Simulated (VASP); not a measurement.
Given:

```xyz
3
Lattice="0.0000 2.7229 2.7229 2.7229 0.0000 2.7229 2.7229 2.7229 0.0000" Properties=species:S:1:pos:R:3 pbc="T T T"
Ce     0.0000     0.0000     0.0000
O      1.3615     1.3615     1.3615
O      4.0844     4.0844     4.0844
```

Computed with TPSS meta-GGA, VASP's PBE PAW potentials (set 64) (plane waves; VASP). Run with 520 eV cut-off, 6×6×6 Γ-centred mesh, Gaussian smearing of 0.050 eV, potentials Ce O.

Q: Estimate the energy per atom (σ→0).

A: 
```json
{
 "energy per atom (σ→0)": "-12.676 eV/atom"
}
```

The compound is CeO2 in the fluorite structure. It was relaxed first. The start is the result of an earlier pass. The run is not spin-polarised, so no magnetic state was tried.
